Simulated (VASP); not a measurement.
Output of a VASP run:

File OSZICAR:
```
       N       E                     dE             d eps       ncg     rms          rms(c)
DAV:   1     0.156246304723E+03    0.15625E+03   -0.10868E+04  5168   0.134E+03
DAV:   2    -0.784327762058E+01   -0.16409E+03   -0.16001E+03  5249   0.293E+02
DAV:   3    -0.158202670716E+02   -0.79770E+01   -0.78080E+01  5792   0.841E+01
DAV:   4    -0.159881794998E+02   -0.16791E+00   -0.16743E+00  5657   0.115E+01
DAV:   5    -0.159930248084E+02   -0.48453E-02   -0.48445E-02  6130   0.205E+00    0.941E+00
DAV:   6    -0.160597911600E+02   -0.66766E-01   -0.55449E+00  5569   0.449E+01    0.632E+00
DAV:   7    -0.155539975426E+02    0.50579E+00   -0.30630E+00  5603   0.363E+01    0.421E+00
DAV:   8    -0.154985309715E+02    0.55467E-01   -0.55689E-01  5938   0.905E+00    0.643E-01
DAV:   9    -0.154936249660E+02    0.49060E-02   -0.23293E-02  7011   0.204E+00    0.358E-01
DAV:  10    -0.154940849703E+02   -0.46000E-03   -0.46702E-03  5629   0.815E-01    0.206E-01
DAV:  11    -0.154940243649E+02    0.60605E-04   -0.25300E-03  7158   0.888E-01    0.806E-02
DAV:  12    -0.154940486724E+02   -0.24307E-04   -0.36350E-04  5528   0.193E-01    0.800E-02
DAV:  13    -0.154940347198E+02    0.13953E-04   -0.37131E-05  7576   0.604E-02    0.107E-02
DAV:  14    -0.154940346639E+02    0.55864E-07   -0.88999E-06  7544   0.277E-02
   1 F= -.15494035E+02 E0= -.15493613E+02  d E =-.126442E-02
```

OUTCAR:
```
------------------------ aborting loop because EDIFF is reached ----------------------------------------
  FORCE on cell =-STRESS in cart. coord.  units (eV):
  Direction    XX          YY          ZZ          XY          YZ          ZX
  --------------------------------------------------------------------------------------
  Total       -1.3890316      1.3072202      0.1242711      0.2789007      0.0000000      0.0000000
  in kB      -32.5444147     30.6276074      2.9116182      6.5345241      0.0000000      0.0000000
  external PRESSURE =       0.3316036 kB  Pullay stress =       0.0000000 kB
  volume of cell :       68.38
      direct lattice vectors                 reciprocal lattice vectors
     2.009117000 -3.321648000  0.000000000     0.248865546 -0.150527690  0.000000000
     2.009117000  3.321648000  0.000000000     0.248865546  0.150527690  0.000000000
     0.000000000  0.000000000  5.123390000     0.000000000  0.000000000  0.195183267
 POSITION                                       TOTAL-FORCE (eV/Angst)
 -----------------------------------------------------------------------------------
      0.00000      0.00000      2.56169         0.138395      0.009912     -0.010418
      0.00000      0.00000      0.00000         0.138395      0.009912      0.010418
      2.00912      1.10722      1.28085         0.024581     -0.272724      0.000000
      2.06151     -1.10722      3.84254        -0.301370      0.252900      0.000000
 -----------------------------------------------------------------------------------
    total drift:                               -0.000018      0.000007     -0.000000
  FREE ENERGIE OF THE ION-ELECTRON SYSTEM (eV)
  ---------------------------------------------------
  free  energy   TOTEN  =       -15.4940346639 eV

  energy  without entropy=      -15.4927702457  energy(sigma->0) =      -15.49361319

 total charge

# of ion       s       p       d       tot
------------------------------------------
    1        0.429   0.456   8.670   9.555
    2        0.429   0.456   8.670   9.555
    3        1.137   1.206   0.070   2.414
    4        1.138   1.206   0.071   2.414
--------------------------------------------------
tot          3.133   3.324  17.480  23.938
```
(Selected blocks of OUTCAR.)

POSCAR:
```
NiSb
1
    2.0091170000    -3.3216480000     0.0000000000
    2.0091170000     3.3216480000     0.0000000000
    0.0000000000     0.0000000000     5.1233900000
Ni Sb
2 2
Direct
  0.0000000000   0.0000000000   0.5000000000
  0.0000000000   0.0000000000   0.0000000000
  0.3333330000   0.6666670000   0.2500000000
  0.6797060000   0.3463720000   0.7500000000
```

Question: Reconstruct the remaining input files.

Answer: One answer among several that fit: the input of the run itself, PBE GGA + U (Dudarev), plane waves, VASP's PBE PAW potentials (set 64).

KPOINTS:
```
Regular mesh
0
Gamma
  8 8 6
0 0 0
```

**INCAR**
```
SYSTEM=NiSb
PREC=Accurate; ENCUT=400; LREAL=.FALSE.
LASPH=.TRUE.
EDIFF=1E-6; NELM=100; ALGO=Normal
LMAXMIX=4
ISMEAR=1; SIGMA=0.1
GGA=PE
LDAUL=2 -1
LDAUU=4.0 0
LDAUJ=0 0
LDAU=.TRUE.; LDAUTYPE=2; LDAUPRINT=1
ISIF=2
LWAVE=.FALSE.; LCHARG=.FALSE.; LORBIT=10
```

POTCAR, in this order: Ni Sb (PBE.64 set). Program: vasp_std.

The compound is NiSb in the NiAs type structure. The cell was not relaxed at this level, atoms are displaced from their ideal sites. The run is one of a series of settings (LDAU = .TRUE., LDAUJ = 0 0, LDAUL = 2 -1, LDAUTYPE = 2, LDAUU = 4.0 0 against the base run), some of them coarse on purpose. The run is not spin-polarised, so no magnetic state was tried.
